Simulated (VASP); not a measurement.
Input:

```
CELL_PARAMETERS angstrom
      4.64844     0.00000     0.00000
      0.00000     4.64844     0.00000
      0.00000     0.00000     3.07241
ATOMIC_POSITIONS crystal
  Mg 0.00000 0.00000 0.00000
  Mg 0.50000 0.50000 0.50000
  F  0.30281 0.30281 0.00000
  F  0.80281 0.19719 0.50000
  F  0.19719 0.80281 0.50000
  F  0.69719 0.69719 0.00000
```

All values below come from vdW-DF-cx, VASP's PBE PAW potentials (set 64) (plane waves; VASP 6.6.1). Run with 520 eV cut-off, 6×6×8 Γ-centred mesh, tetrahedra with Blöchl corrections, potentials Mg F.

**Question.** What does the run give for the energy per atom (σ→0), band gap (on the k-mesh) with the smallest direct gap where there is one?

**Answer.** 
The band gap (on the k-mesh) is 7.13 eV, the smallest direct gap (on the k-mesh) is 7.13 eV and the energy per atom (σ→0) is -3.556 eV/atom.

Only differences to runs with the same potentials and settings are physical.

The compound is MgF2 in the rutile structure. It was relaxed first.
